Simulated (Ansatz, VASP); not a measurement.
# Ru (Ruthenium) in two plane-wave programs, part 2 of 2

Wanted: the spread between two codes on one cell, functional and k mesh. The structure shown comes from an earlier Ansatz run, which isn't shown and may have moved the atoms alone.

VASP 6.6.1 and Ansatz 0.2.0.

So far: Set-up; Ansatz: elastic constants, PBEsol.

## 3. VASP: elastic constants, PBEsol

Level of this step: PBEsol; plane waves and PAW (Ru_pv) (VASP).

The same cell, functional, mesh and smearing now go to VASP, with its own data sets.

Lines of VASP's logs that name or quote its potential files are left out, and so is its time.

Contents of INCAR:

```
SYSTEM = Ru
PREC = Accurate
ENCUT = 500
EDIFF = 1E-08
NELM = 120
ISMEAR = -1
SIGMA = 1
LREAL = .FALSE.
ALGO = Normal
GGA = PS
NBANDS = 20
LASPH = .TRUE.
LORBIT = 11
LWAVE = .FALSE.
LCHARG = .FALSE.
ISIF = 3
IBRION = 6
NFREE = 2
POTIM = 0.015
NSW = 1
GGA_COMPAT = .FALSE.
KPAR = 2
```

Contents of POSCAR:

```
Ru
1.0
    2.7726954058      0.0000000000      0.0000000000
   -1.3863477029      2.4012246584      0.0000000000
    0.0000000000      0.0000000000      4.4721724384
Ru
2
Direct
    0.3333333334      0.6666666668      0.2500000000
    0.6666666668      0.3333333334      0.7500000000
```

Contents of KPOINTS:

```
Automatic mesh
0
Gamma
18 18 10
0 0 0
```

The projector-augmented-wave data sets are Ru_pv (PBE family, release 64).

Command:

```console
> mpirun -np 2 vasp_std
```

Numbers of over 12 decimals in the logs are rounded to 6 here.

Output:

```text
[banner, memory and clock lines left out]
running    2 mpi-ranks, on    1 nodes
 distrk:  each k-point on    1 cores,    2 groups
 distr:  one band on    1 cores,    1 groups

 POSCAR found type information on POSCAR Ru
 POSCAR found :  1 types and       2 ions
|                                                                             |
|               ----> ADVICE to this user running VASP <----                  |
|                                                                             |
|     You enforced a specific xc type in the INCAR file but a different       |
|     [... a line on the potential file left out ...]
|     I HOPE YOU KNOW WHAT YOU ARE DOING!                                     |
|                                                                             |

 LDA part: xc-table for (Slater+PW92), standard interpolation
 POSCAR, INCAR and KPOINTS ok, starting setup
 FFT: planning ... GRIDC
 FFT: planning ... GRID_SOFT
 FFT: planning ... GRID
 WAVECAR not read
 entering main loop
       N       E                     dE             d eps       ncg     rms          rms(c)
DAV:   1     0.272570774473E+03    0.27257E+03   -0.17343E+04  8888   0.149E+03
DAV:   2    -0.194060346054E+02   -0.29198E+03   -0.28381E+03  9248   0.446E+02
DAV:   3    -0.251202591530E+02   -0.57142E+01   -0.56520E+01 10120   0.690E+01
DAV:   4    -0.251660618203E+02   -0.45803E-01   -0.45772E-01 11672   0.577E+00
DAV:   5    -0.251667714481E+02   -0.70963E-03   -0.70881E-03  9976   0.607E-01    0.171E+01
DAV:   6    -0.239478547148E+02    0.12189E+01   -0.30532E+00 10056   0.170E+01    0.566E+00
DAV:   7    -0.238904043097E+02    0.57450E-01   -0.26205E-01 10424   0.370E+00    0.210E+00
DAV:   8    -0.238843988064E+02    0.60055E-02   -0.29865E-02  9772   0.181E+00    0.728E-01
DAV:   9    -0.238827116606E+02    0.16871E-02   -0.20701E-03 10264   0.525E-01    0.343E-02
DAV:  10    -0.238827285127E+02   -0.16852E-04   -0.26646E-05 10968   0.358E-02    0.129E-02
DAV:  11    -0.238827293742E+02   -0.86149E-06   -0.17746E-06 10532   0.748E-03    0.197E-03
DAV:  12    -0.238827293821E+02   -0.79685E-08   -0.54462E-07 10064   0.255E-03    0.618E-04
DAV:  13    -0.238827294113E+02   -0.29192E-07   -0.25940E-07  6576   0.380E-04    0.366E-04
DAV:  14    -0.238827294292E+02   -0.17821E-07   -0.22558E-07  6228   0.228E-04    0.595E-05
DAV:  15    -0.238827294567E+02   -0.27529E-07   -0.13743E-07  6276   0.101E-04    0.506E-05
DAV:  16    -0.238827294719E+02   -0.15212E-07   -0.14999E-07  5916   0.426E-05    0.329E-05
DAV:  17    -0.238827294923E+02   -0.20413E-07   -0.18915E-07  5872   0.286E-05    0.630E-05
DAV:  18    -0.238827295079E+02   -0.15622E-07   -0.15924E-07  5728   0.120E-05    0.911E-05
DAV:  19    -0.238827295187E+02   -0.10798E-07   -0.11057E-07  5652   0.898E-06    0.137E-04
DAV:  20    -0.238827295279E+02   -0.91281E-08   -0.90469E-08  5480   0.493E-06
   1 F= -.23882730E+02 E0= -.20121097E+02  d E =-.752326E+01
[... from here on, the cycles between the ionic steps are left out ...]
   2 F= -.23876151E+02 E0= -.20056373E+02  d E =-.763956E+01
   9 F= -.23880703E+02 E0= -.20118871E+02  d E =-.752366E+01
  10 F= -.23881233E+02 E0= -.20119506E+02  d E =-.752346E+01
  11 F= -.23881233E+02 E0= -.20119505E+02  d E =-.752346E+01
  12 F= -.23881235E+02 E0= -.20119443E+02  d E =-.752358E+01
  13 F= -.23881235E+02 E0= -.20119442E+02  d E =-.752358E+01
  14 F= -.23882417E+02 E0= -.20120745E+02  d E =-.752334E+01
  15 F= -.23882417E+02 E0= -.20120745E+02  d E =-.752334E+01
  16 F= -.23881780E+02 E0= -.20120541E+02  d E =-.752248E+01
 Finite differences progress:
  Degree of freedom:   8/  8
  Displacement:        1/  2
  Total:              15/ 16
 bond charge predicted
       N       E                     dE             d eps       ncg     rms          rms(c)
DAV:   1    -0.238577062617E+02    0.24074E-01   -0.43601E+00 16276   0.386E+01    0.163E-01
DAV:   2    -0.238821659479E+02   -0.24460E-01   -0.25270E-01 13284   0.479E+00    0.100E-01
DAV:   3    -0.238819488611E+02    0.21709E-03   -0.18094E-03 16136   0.353E-01    0.595E-02
DAV:   4    -0.238817967769E+02    0.15208E-03   -0.40622E-04 14152   0.222E-01    0.153E-02
DAV:   5    -0.238817823735E+02    0.14403E-04   -0.46360E-05 15056   0.720E-02    0.758E-03
DAV:   6    -0.238817803514E+02    0.20220E-05   -0.53122E-06 14748   0.273E-02    0.179E-03
DAV:   7    -0.238817802960E+02    0.55458E-07   -0.40481E-07 15512   0.739E-03    0.443E-04
DAV:   8    -0.238817802979E+02   -0.18954E-08   -0.24953E-08 11068   0.134E-03
  17 F= -.23881780E+02 E0= -.20120541E+02  d E =-.752248E+01
 Finite differences progress:
  Degree of freedom:   8/  8
  Displacement:        2/  2
  Total:              16/ 16
```

Parts of OUTCAR (step 3):

```text
ion  position               nearest neighbor table
   1  0.333  0.667  0.250-   2 2.75   2 2.75   2 2.75   2 2.75   2 2.75   2 2.75
   2  0.667  0.333  0.750-   1 2.75   1 2.75   1 2.75   1 2.75   1 2.75   1 2.75

  LATTYP: Found a hexagonal cell.
 ALAT       =     2.7726954058
 C/A-ratio  =     1.6129331873

 Subroutine GETGRP returns: Found 24 space group operations
 (whereof 12 operations were pure point group operations)

The static configuration has the point symmetry D_3d.
 The point group associated with its full space group is D_6h.

 Found    222 irreducible k-points:

   k-points           NKPTS =    222   k-points in BZ     NKDIM =    222   number of bands    NBANDS=     20

   dimension x,y,z NGX =    20 NGY =   20 NGZ =   36
   dimension x,y,z NGXF=    40 NGYF=   40 NGZF=   72

   ENCUT  =  500.0 eV  36.75 Ry    6.06 a.u.   5.06  5.06  8.15*2*pi/ulx,y,z

   NELECT =      28.0000    total number of electrons

 k-points in reciprocal lattice and weights: Automatic mesh
   0.00000000  0.00000000  0.00000000       0.000
   0.05555556  0.00000000  0.00000000       0.002
   0.11111111  0.00000000  0.00000000       0.002
   0.16666667 -0.00000000  0.00000000       0.002
   0.22222222 -0.00000000  0.00000000       0.002
   0.27777778  0.00000000  0.00000000       0.002
   0.33333333  0.00000000  0.00000000       0.002
   0.38888889 -0.00000000  0.00000000       0.002
   0.44444444 -0.00000000  0.00000000       0.002
[...]
0.33333333  0.27777778  0.50000000       0.004
   0.33333333  0.33333333  0.50000000       0.001

 average (electrostatic) potential at core
       1 -68.3014       2 -68.3014

 E-fermi :  11.3801

 k-point     1 :       0.0000    0.0000    0.0000
  band No.  band energies     occupation
    ...
     14      10.1916      1.53298
     15      10.1916      1.53298
     16      12.0631      0.67122
     17      12.3377      0.55475
     18      12.3377      0.55475
     19      20.1511      0.00031
     20      22.0085      0.00005

 k-point     2 :       0.0556    0.0000    0.0000
  band No.  band energies     occupation
    ...
     13       9.6429      1.70068
     14      10.0850      1.57002
     15      10.1290      1.55499
     16      11.1972      1.09120
     17      12.3734      0.54054
     18      13.3461      0.24564
     19      20.1366      0.00031
     20      22.0084      0.00005

 k-point     3 :       0.1111    0.0000    0.0000
  band No.  band energies     occupation
    ...
     13       9.6532      1.69805
     14       9.8620      1.64053
     15       9.9710      1.60727
     16      10.5313      1.40066
     17      12.4635      0.50575
     18      14.5600      0.07986
     19      20.0930      0.00033
     20      22.0083      0.00005

  Total       -0.0010933     -0.0010933      0.0058136      0.0000000     -0.0000000      0.0000000
  in kB       -0.0588295     -0.0588295      0.3128271      0.0000000     -0.0000000      0.0000000
  external PRESSURE =       0.0650560 kB  Pullay stress =       0.0000000 kB

  energy-cutoff  :      500.00
  volume of cell :       29.78
      direct lattice vectors                 reciprocal lattice vectors
     2.772695406  0.000000000  0.000000000     0.360659883  0.208227080  0.000000000
    -1.386347703  2.401224658  0.000000000     0.000000000  0.416454161  0.000000000
     0.000000000  0.000000000  4.472172438     0.000000000  0.000000000  0.223604974

 POSITION                                       TOTAL-FORCE (eV/Angst)
 -----------------------------------------------------------------------------------
      0.00000      1.60082      1.10304        -0.000000      0.000000      0.126710
      1.38635      0.80041      3.35413         0.000000     -0.000000     -0.126710
 -----------------------------------------------------------------------------------
    total drift:                               -0.000000     -0.000000     -0.000266

  FREE ENERGIE OF THE ION-ELECTRON SYSTEM (eV)
  ---------------------------------------------------
  free  energy   TOTEN  =       -23.8817802979 eV

  energy  without entropy=      -16.3593026376  energy(sigma->0) =      -20.12054147

  SYMMETRIZED ELASTIC MODULI (kBar)
 Direction    XX          YY          ZZ          XY          YZ          ZX
 --------------------------------------------------------------------------------
 XX        3305.2920   1363.5819   1194.1654      0.0000      0.0000      0.0000
 YY        1363.5819   3305.2920   1194.1654     -0.0000      0.0000     -0.0000
 ZZ        1194.1654   1194.1654   3384.5604      0.0000     -0.0000      0.0000
 XY          -0.0000      0.0000      0.0000    970.8550      0.0000     -0.0000
 YZ           0.0000      0.0000      0.0000     -0.0000    715.2126      0.0000
 ZX           0.0000     -0.0000      0.0000     -0.0000      0.0000    715.2125
 --------------------------------------------------------------------------------

 Eigenvectors and eigenvalues of the dynamical matrix
 ----------------------------------------------------

   1 f  =    6.391649 THz    40.159916 2PiTHz  213.202464 cm-1    26.433725 meV
             X         Y         Z           dx          dy          dz
      0.000000  1.600816  1.118043     0.000000    0.000000   -0.707107
      1.386348  0.800408  3.354129     0.000000    0.000000    0.707107

   2 f  =    3.670955 THz    23.065294 2PiTHz  122.449895 cm-1    15.181845 meV
             X         Y         Z           dx          dy          dz
      0.000000  1.600816  1.118043    -0.000000    0.707107    0.000000
      1.386348  0.800408  3.354129     0.000000   -0.707107    0.000000

   3 f  =    3.670955 THz    23.065294 2PiTHz  122.449895 cm-1    15.181845 meV
             X         Y         Z           dx          dy          dz
      0.000000  1.600816  1.118043     0.707107    0.000000   -0.000000
      1.386348  0.800408  3.354129    -0.707107   -0.000000    0.000000

   4 f  =    0.000000 THz     0.000000 2PiTHz    0.000001 cm-1     0.000000 meV
             X         Y         Z           dx          dy          dz
      0.000000  1.600816  1.118043     0.092650   -0.701011   -0.000000
      1.386348  0.800408  3.354129     0.092650   -0.701011    0.000000

   5 f  =    0.000000 THz     0.000000 2PiTHz    0.000000 cm-1     0.000000 meV
             X         Y         Z           dx          dy          dz
      0.000000  1.600816  1.118043     0.000000   -0.000000    0.707107
      1.386348  0.800408  3.354129     0.000000    0.000000    0.707107

   6 f/i=    0.000000 THz     0.000000 2PiTHz    0.000001 cm-1     0.000000 meV
             X         Y         Z           dx          dy          dz
      0.000000  1.600816  1.118043    -0.701011   -0.092650   -0.000000
      1.386348  0.800408  3.354129    -0.701011   -0.092650    0.000000

 ELASTIC MODULI CONTR FROM IONIC RELAXATION (kBar)
 Direction    XX          YY          ZZ          XY          YZ          ZX
 --------------------------------------------------------------------------------
 XX         -96.1183     96.1183      0.0000      0.0000      0.0000      0.0000
 YY          96.1183    -96.1183     -0.0000      0.0000      0.0000      0.0000
 ZZ           0.0000     -0.0000     -0.0000      0.0000     -0.0000      0.0000
 XY           0.0000      0.0000      0.0000    -96.1183      0.0000      0.0000
 YZ           0.0000      0.0000     -0.0000      0.0000     -0.0000      0.0000
 ZX           0.0000      0.0000      0.0000      0.0000      0.0000      0.0000
 --------------------------------------------------------------------------------

 TOTAL ELASTIC MODULI (kBar)
 Direction    XX          YY          ZZ          XY          YZ          ZX
 --------------------------------------------------------------------------------
 XX        3209.1737   1459.7002   1194.1654      0.0000      0.0000      0.0000
 YY        1459.7002   3209.1737   1194.1654     -0.0000      0.0000     -0.0000
 ZZ        1194.1654   1194.1654   3384.5604      0.0000     -0.0000      0.0000
 XY          -0.0000      0.0000      0.0000    874.7367      0.0000     -0.0000
 YZ           0.0000      0.0000      0.0000     -0.0000    715.2126      0.0000
 ZX           0.0000     -0.0000      0.0000     -0.0000      0.0000    715.2125
 --------------------------------------------------------------------------------

 total charge
# of ion       s       p       d       tot
------------------------------------------
    1        0.371   6.256   5.887  12.514
    2        0.371   6.256   5.887  12.514
--------------------------------------------------
tot          0.742  12.512  11.774  25.029

[... 3 further parts left out ...]
```

CONTCAR:

```
Ru
   1.00000000000000
     2.7726954058000000    0.0000000000000000    0.0000000000000000
    -1.3863477029000000    2.4012246583999999    0.0000000000000000
     0.0000000000000000    0.0000000000000000    4.4721724384000003
  Ru
     2
Direct
     0.3333333333999989    0.6666666667999979    0.2466459253960775
     0.6666666667999976    0.3333333333999988    0.7500000000000000
```

Levels, forces or a CONTCAR printed for this step are those of its last displaced cell, not of the structure at rest.

## 4. Differences

Known differences besides the potentials themselves: the data sets hold 32 valence electrons in Ansatz (on its default PAW (the set named soft_2) files) and 28 in VASP; the cutoff is 420 eV in Ansatz and 500 eV in VASP; Ansatz makes its cores anew for this functional, VASP keeps those of its PBE data sets; VASP takes each elastic constant from one size of strain, Ansatz from those that its log lists. Total energies have different zeros and are not compared.

Both answers:

```csv
quantity,Ansatz,VASP,difference
C11 (GPa),321.3,320.9,+0.13 %
C22 (GPa),321.3,320.9,+0.13 %
C33 (GPa),338.6,338.5,+0.06 %
C12 (GPa),145.5,146.0,-0.34 %
C13 (GPa),119.2,119.4,-0.19 %
C23 (GPa),119.2,119.4,-0.19 %
C44 (GPa),71.7,71.5,+0.23 %
C55 (GPa),71.7,71.5,+0.23 %
C66 (GPa),87.9,87.5,+0.52 %
```

## 5. What came out

```
difference in C66 (elastic constants, PBEsol) : 0.52 %
```

In words: The difference in C66 is 0.52 % (elastic constants, PBEsol), within the 5 % picked in this series as the mark of a large difference. The data sets hold unlike numbers of valence electrons (32 in Ansatz and 28 in VASP), so part of the differences comes from the potentials. Such differences can come from data sets, numerical settings and the points named under the comparisons, not from the functional's error against experiment.

[Lines on the potential files, build, host, timing and source positions are cut from VASP's logs without a mark.]

[Logs are printed without paths, hosts, clocks, repeated set-up lines and the standing remarks that a program may print on its own settings, such as how far it seeks lower states.]

[Hosts, paths, dates, database ids (printed as entryN), source tags and the programs' standing remarks are cut or masked in the printed files.]
